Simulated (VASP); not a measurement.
All values below come from PBEsol GGA, VASP's PBE PAW potentials (set 64) (plane waves; VASP).

Input for VASP

KPOINTS:
```
k-points along high-symmetry lines
10
Line-mode
Reciprocal
  0.000000   0.000000   0.000000 ! GAMMA
  0.000000   0.500000   0.000000 ! X

  0.000000   0.500000   0.000000 ! X
  0.500000   0.500000   0.000000 ! M

  0.500000   0.500000   0.000000 ! M
  0.000000   0.000000   0.000000 ! GAMMA

  0.000000   0.000000   0.000000 ! GAMMA
  0.000000   0.000000   0.500000 ! Z

  0.000000   0.000000   0.500000 ! Z
  0.000000   0.500000   0.500000 ! R

  0.000000   0.500000   0.500000 ! R
  0.500000   0.500000   0.500000 ! A

  0.500000   0.500000   0.500000 ! A
  0.000000   0.000000   0.500000 ! Z

  0.000000   0.500000   0.000000 ! X
  0.000000   0.500000   0.500000 ! R

  0.500000   0.500000   0.000000 ! M
  0.500000   0.500000   0.500000 ! A
```

### INCAR
```
# general
SYSTEM  = MgCdS2
PREC    = Accurate
ENCUT   = 400
LREAL   = F
LASPH   = T
ICHARG  = 11

# electronic loop
EDIFF   = 1E-7
NELM    = 100
ALGO    = Normal
LMAXMIX = 4

# smearing
ISMEAR  = 0
SIGMA   = 0.05

# functional
GGA     = PS

# output
LWAVE   = F
LCHARG  = F
LORBIT  = 11
```

File POSCAR:
```
MgCdS2
1.0
  3.7591581522   0.0000000000   0.0000000000
  0.0000000000   3.7591581522   0.0000000000
  0.0000000000   0.0000000000   5.3050775836
Mg Cd S
1 1 2
direct
  0.5000000000   0.5000000000   0.5000000000
  0.0000000000   0.0000000000   0.0000000000
  0.0000000000   0.0000000000   0.5000000000
  0.5000000000   0.5000000000   0.0000000000
```

POTCAR, in this order: Mg Cd S (PBE.64 set). Program: vasp_std. Read from the step before: CHGCAR.

The run wrote:

OSZICAR:
```
       N       E                     dE             d eps       ncg     rms          rms(c)
DAV:   1     0.125370868876E+03    0.12537E+03   -0.11040E+04  3140   0.111E+03
DAV:   2    -0.878318146897E+01   -0.13415E+03   -0.13138E+03  3731   0.272E+02
DAV:   3    -0.151641835832E+02   -0.63810E+01   -0.63138E+01  3483   0.600E+01
DAV:   4    -0.152222654759E+02   -0.58082E-01   -0.57366E-01  3899   0.564E+00
DAV:   5    -0.152228838714E+02   -0.61840E-03   -0.61836E-03  3777   0.531E-01
DAV:   6    -0.152228920950E+02   -0.82236E-05   -0.82231E-05  4013   0.627E-02
DAV:   7    -0.152228922728E+02   -0.17782E-06   -0.17792E-06  3784   0.823E-03
DAV:   8    -0.152228922773E+02   -0.44331E-08   -0.41980E-08  3209   0.124E-03
   1 F= -.15222892E+02 E0= -.15222301E+02  d E =-.118321E-02
```

**OUTCAR**
```
 val. band max:        3.8049410926   @ k =   0.0000   0.5000   0.5000

 cond. band min:       3.8759070664   @ k =   0.5000   0.5000   0.0000



 k-point     1 :       0.0000    0.0000    0.0000
  band No.  band energies     occupation
      1      -9.4902      2.00000
      2      -8.2225      2.00000
      3      -4.1747      2.00000
      4      -3.9967      2.00000
      5      -3.8911      2.00000
      6      -3.8911      2.00000
      7      -3.4036      2.00000
      8      -1.0129      2.00000
      9       1.3599      2.00000
     10       1.3599      2.00000
     11       2.9548      2.00000
     12       2.9707      2.00000
     13       2.9707      2.00000
     14       4.3487      0.00000
     15       6.0202      0.00000
     16       8.2641      0.00000
     17      11.8658      0.00000

 k-point     2 :       0.0000    0.0556    0.0000
  band No.  band energies     occupation
      1      -9.4700      2.00000
      2      -8.2156      2.00000
      3      -4.1706      2.00000
      4      -4.0099      2.00000
      5      -3.8988      2.00000
      6      -3.8905      2.00000
      7      -3.4148      2.00000
      8      -0.9821      2.00000
      9       1.2217      2.00000
     10       1.3939      2.00000
     11       2.7779      2.00000
     12       2.9289      2.00000
     13       2.9858      2.00000
     14       4.5435      0.00000
     15       6.1653      0.00000
     16       8.3582      0.00000
     17      11.7180      0.00000

 k-point     3 :       0.0000    0.1111    0.0000
  band No.  band energies     occupation
      1      -9.4101      2.00000
      2      -8.1965      2.00000
      3      -4.1609      2.00000
      4      -4.0480      2.00000
      5      -3.9210      2.00000
      6      -3.8888      2.00000
      7      -3.4481      2.00000
      8      -0.8914      2.00000
      9       0.8852      2.00000
     10       1.4918      2.00000
     11       2.3420      2.00000
     12       2.8509      2.00000
...
```

The density is held fixed in this step, so its total energy and stress have no physical meaning.

The structure comes from a computed database's MgCdS2 entry (P4/mmm); how it stands against other phases isn't given here. It was relaxed first.
